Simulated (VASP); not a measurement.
```yaml
crystal:
  lattice:
    - [1.60500, -2.77994, 0.00000]
    - [1.60500, 2.77994, 0.00000]
    - [0.00000, 0.00000, 5.21000]
  atoms:
    - { symbol: Mg, position: [0.34185, 0.66379, 0.24998] }
    - { symbol: Mg, position: [0.65815, 0.33621, 0.75002] }
```

Calculation: PBE GGA, VASP's PBE PAW potentials (set 64) (plane waves; VASP). Run with 300 eV cut-off, 7×7×4 Γ-centred mesh, Gaussian smearing of 0.27 eV, potentials Mg.

Q: Give the stress tensor in GPa (positive for a compressed cell).

A: 
```
-1.38   0.04   0.00
 0.04  -1.11   0.00
 0.00   0.00   1.34
```
The pressure is its mean diagonal, -0.38 GPa.

The structure is a typed Mg crystal. The cell was not relaxed at this level. The k-mesh is coarse (spacing up to 0.32 per Å, 2π included), so the numbers may not be converged in it.
